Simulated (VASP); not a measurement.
Method: rev-vdW-DF2, VASP's PBE PAW potentials (set 64) (plane waves; VASP 6.6.1).

The input files of a VASP run:

File POSCAR:
```
HfC
1
    0.0000000000     2.2918171899     2.2918171899
    2.2918171899     0.0000000000     2.2918171899
    2.2918171899     2.2918171899     0.0000000000
Hf C
1 1
Direct
  0.0000000000   0.0000000000   0.0000000000
  0.5000000000   0.5000000000   0.5000000000
```

INCAR:
```
SYSTEM = HfC
PREC = Accurate; ENCUT = 520; LREAL = .False.
LASPH = .True.
EDIFF = 1E-7; NELM = 100; ALGO = Normal
LMAXMIX = 6
ISMEAR = 1; SIGMA = 0.1
GGA = MK; LUSE_VDW = .True.; AGGAC = 0.0
PARAM1 = 0.1234568; PARAM2 = 0.7114; ZAB_VDW = -1.8867
ISIF = 2
LWAVE = .False.; LCHARG = .False.
```

KPOINTS:
```
Automatic mesh
0
Gamma
14 14 14
0 0 0
```

POTCAR, in this order: Hf_pv C (PBE.64 set). Program: vasp_std.

What VASP printed:

### OUTCAR
```
 ion  position               nearest neighbor table
   1  0.000  0.000  0.000-   2 2.29   2 2.29   2 2.29   2 2.29   2 2.29   2 2.29
   2  0.500  0.500  0.500-   1 2.29   1 2.29   1 2.29   1 2.29   1 2.29   1 2.29
  LATTYP: Found a face centered cubic cell.
 ALAT       =     4.5836343798
 Subroutine PRICEL returns:
 Original cell was already a primitive cell.
 Subroutine GETGRP returns: Found 48 space group operations
The static configuration has the point symmetry O_h .
The dynamic configuration has the point symmetry O_h .
 Subroutine INISYM returns: Found 48 space group operations
 Subroutine IBZKPT returns following result:
 Found    104 irreducible k-points:

 Following reciprocal coordinates:
            Coordinates               Weight
  0.000000  0.000000  0.000000      1.000000
  0.071429  0.000000  0.000000      8.000000
  0.142857  0.000000  0.000000      8.000000
  0.214286  0.000000  0.000000      8.000000
  0.285714  0.000000  0.000000      8.000000
  0.357143  0.000000  0.000000      8.000000
  0.428571  0.000000  0.000000      8.000000
  0.500000  0.000000  0.000000      4.000000
  0.071429  0.071429  0.000000      6.000000
  0.142857  0.071429  0.000000     24.000000
  0.214286  0.071429  0.000000     24.000000
  0.285714  0.071429  0.000000     24.000000
  0.357143  0.071429  0.000000     24.000000
  0.428571  0.071429  0.000000     24.000000
  0.500000  0.071429  0.000000     24.000000
 -0.428571  0.071429  0.000000     24.000000
 -0.357143  0.071429  0.000000     24.000000
 -0.285714  0.071429  0.000000     24.000000
 -0.214286  0.071429  0.000000     24.000000
 -0.142857  0.071429  0.000000     24.000000
 -0.071429  0.071429  0.000000     12.000000
  0.142857  0.142857  0.000000      6.000000
  0.214286  0.142857  0.000000     24.000000
  0.285714  0.142857  0.000000     24.000000
  0.357143  0.142857  0.000000     24.000000
  0.428571  0.142857  0.000000     24.000000
  0.500000  0.142857  0.000000     24.000000
 -0.428571  0.142857  0.000000     24.000000
 -0.357143  0.142857  0.000000     24.000000
 -0.285714  0.142857  0.000000     24.000000
 -0.214286  0.142857  0.000000     24.000000
 -0.142857  0.142857  0.000000     12.000000
  0.214286  0.214286  0.000000      6.000000
  0.285714  0.214286  0.000000     24.000000
  0.357143  0.214286  0.000000     24.000000
  0.428571  0.214286  0.000000     24.000000
  0.500000  0.214286  0.000000     24.000000
 -0.428571  0.214286  0.000000     24.000000
 -0.357143  0.214286  0.000000     24.000000
 -0.285714  0.214286  0.000000     24.000000
   k-points           NKPTS =    104   k-points in BZ     NKDIM =    104   number of bands    NBANDS=     11
   number of dos      NEDOS =    301   number of ions     NIONS =      2
   total plane-waves  NPLWV =  13824
   dimension x,y,z NGX =    24 NGY =   24 NGZ =   24
   dimension x,y,z NGXF=    48 NGYF=   48 NGZF=   48
   ions per type =               1   1
   PREC   = accura    normal or accurate (medium, high low for compatibility)
   ISTART =      0    job   : 0-new  1-cont  2-samecut
   ICHARG =      2    charge: 1-file 2-atom 10-const
   ISPIN  =      1    spin polarized calculation?
   LNONCOLLINEAR =      F non collinear calculations
   LSORBIT =      F    spin-orbit coupling
   INIWAV =      1    electr: 0-lowe 1-rand  2-diag
   ENCUT  =  520.0 eV  38.22 Ry    6.18 a.u.   6.03  6.03  6.03*2*pi/ulx,y,z
   NELM   =    100;   NELMIN=  2; NELMDL= -5     # of ELM steps
   EDIFF  = 0.1E-06   stopping-criterion for ELM
   LREAL  =      F    real-space projection
   NLSPLINE    = F    spline interpolate recip. space projectors
   LMAXMIX     =    6 max onsite mixed and CHGCAR
...
```

### OSZICAR
```
       N       E                     dE             d eps       ncg     rms          rms(c)
DAV:   1     0.276508130700E+02    0.27651E+02   -0.79818E+03  2288   0.123E+03
DAV:   2    -0.196915842848E+02   -0.47342E+02   -0.45000E+02  3055   0.216E+02
DAV:   3    -0.213554917686E+02   -0.16639E+01   -0.16490E+01  2893   0.315E+01
DAV:   4    -0.213696890942E+02   -0.14197E-01   -0.14176E-01  2779   0.323E+00
DAV:   5    -0.213698691773E+02   -0.18008E-03   -0.18002E-03  2968   0.282E-01    0.617E+01
DAV:   6    -0.182584184980E+02    0.31115E+01   -0.20418E+01  2522   0.235E+01    0.434E+01
DAV:   7    -0.181971499425E+02    0.61269E-01   -0.63447E-01  2640   0.614E+00    0.254E+01
DAV:   8    -0.181902219946E+02    0.69279E-02   -0.43438E-02  2561   0.217E+00    0.568E+00
DAV:   9    -0.181853120997E+02    0.49099E-02   -0.24625E-02  2615   0.919E-01    0.189E+00
DAV:  10    -0.181851154944E+02    0.19661E-03   -0.75861E-04  2698   0.239E-01    0.474E-01
DAV:  11    -0.181851044448E+02    0.11050E-04   -0.19930E-04  2622   0.104E-01    0.572E-02
DAV:  12    -0.181851027272E+02    0.17177E-05   -0.59561E-06  2659   0.231E-02    0.656E-02
DAV:  13    -0.181851021781E+02    0.54911E-06   -0.67776E-07  2794   0.776E-03    0.252E-03
DAV:  14    -0.181851021706E+02    0.74206E-08   -0.10326E-08  1321   0.109E-03
   1 F= -.18185102E+02 E0= -.18185074E+02  d E =-.845332E-04
```

**OUTCAR**
```
------------------------ aborting loop because EDIFF is reached ----------------------------------------
  FORCE on cell =-STRESS in cart. coord.  units (eV):
  Direction    XX          YY          ZZ          XY          YZ          ZX
  --------------------------------------------------------------------------------------
  Total        1.1907058      1.1907058      1.1907058      0.0000000      0.0000000      0.0000000
  in kB       79.2401197     79.2401197     79.2401197      0.0000000      0.0000000      0.0000000
  external PRESSURE =      79.2401197 kB  Pullay stress =       0.0000000 kB
  volume of cell :       24.08
      direct lattice vectors                 reciprocal lattice vectors
     0.000000000  2.291817190  2.291817190    -0.218167488  0.218167488  0.218167488
     2.291817190  0.000000000  2.291817190     0.218167488 -0.218167488  0.218167488
     2.291817190  2.291817190  0.000000000     0.218167488  0.218167488 -0.218167488
 POSITION                                       TOTAL-FORCE (eV/Angst)
 -----------------------------------------------------------------------------------
      0.00000      0.00000      0.00000        -0.000000      0.000000     -0.000000
      2.29182      2.29182      2.29182         0.000000     -0.000000      0.000000
 -----------------------------------------------------------------------------------
    total drift:                                0.000000     -0.000000     -0.000000
  FREE ENERGIE OF THE ION-ELECTRON SYSTEM (eV)
  ---------------------------------------------------
  free  energy   TOTEN  =       -18.1851021706 eV

  energy  without entropy=      -18.1850176374  energy(sigma->0) =      -18.18507399
```
(Selected blocks of OUTCAR.)

The compound is HfC in the rock salt structure. This cell is one point of a volume scan, at 0.97 of the reference volume.
